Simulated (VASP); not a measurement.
Calculation: PBE GGA, VASP's PBE PAW potentials (set 64) (plane waves; VASP 6.6.1).

The input files of a VASP run:

KPOINTS:
```
Automatic mesh
0
Gamma
16 16 16
0 0 0
```

**INCAR**
```
SYSTEM = Mo
PREC = Accurate
ENCUT = 500
EDIFF = 1E-6
NELM = 100
ALGO = Normal
LREAL = .FALSE.
LASPH = .TRUE.
ISMEAR = 1
SIGMA = 0.1
GGA = PE
LMAXMIX = 4
LWAVE = .FALSE.
LCHARG = .FALSE.
IBRION = 2
ISIF = 3
NSW = 40
EDIFFG = -0.02
PSTRESS = 50
```

POSCAR:
```
Mo
1.0
 -1.5715738044   1.5715738044   1.5715738044
  1.5715738044  -1.5715738044   1.5715738044
  1.5715738044   1.5715738044  -1.5715738044
Mo
1
Direct
  0.0000000000   0.0000000000   0.0000000000
```

POTCAR, in this order: Mo_sv (PBE.64 set). Program: vasp_std.

### Question
What does the run give for the energy per atom (σ→0), pressure, band gap (on the k-mesh)?

### Answer

```
Item                                                        Result
------------------------  ----------------------------------------
energy per atom (σ→0)                          -1055.2 kJ/mol-atom
band gap (on the k-mesh)  none (metal, semimetal or under 0.01 eV)
pressure                                                  4.90 GPa
```

**OSZICAR**
```
...
DAV:   5    -0.115866161733E+02   -0.17272E-04   -0.17271E-04  3648   0.163E-01    0.149E+01
DAV:   6    -0.110160356723E+02    0.57058E+00   -0.10134E+00  3442   0.122E+01    0.411E+00
DAV:   7    -0.109395822403E+02    0.76453E-01   -0.20217E-01  3722   0.511E+00    0.917E-01
DAV:   8    -0.109358506445E+02    0.37316E-02   -0.40260E-03  3295   0.907E-01    0.178E-01
DAV:   9    -0.109359199829E+02   -0.69338E-04   -0.86747E-05  3816   0.129E-01    0.776E-02
DAV:  10    -0.109359275713E+02   -0.75884E-05   -0.11117E-05  3367   0.440E-02    0.685E-03
DAV:  11    -0.109359278884E+02   -0.31707E-06   -0.21471E-07  2192   0.519E-03
   1 F= -.10451394E+02 E0= -.10451580E+02  d E =-.104514E+02
```

The compound is Mo in the bcc structure. It was relaxed first under an external pressure of 5 GPa.
